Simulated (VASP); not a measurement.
Input:

```
NbC
1.0
    0.00000     2.27970     2.27970
    2.27970     0.00000     2.27970
    2.27970     2.27970     0.00000
Nb C
1 1
Direct
  0.00000   0.00000   0.00000
  0.50000   0.50000   0.50000
```

These are PBE GGA, VASP's PBE PAW potentials (set 64) (plane waves; VASP) values and carry that method's errors. Settings: 520 eV cut-off, 12×12×12 Γ-centred mesh, first-order Methfessel-Paxton smearing of 0.10 eV, potentials Nb_sv C.

Q: What does the run give for the energy per atom (σ→0), pressure, band gap (on the k-mesh) with the smallest direct gap where there is one?

A: 
The band gap (on the k-mesh) is none (metal, semimetal or under 0.01 eV) and the energy per atom (σ→0) is -10.242 eV/atom. The pressure is -13.73 GPa.

Total energies compare only between runs with the same potentials, cut-off and functional.

The compound is NbC in the rock salt structure. The cell was not relaxed at this level. The electron count is odd and the run is not spin-polarised, which forces a metal.
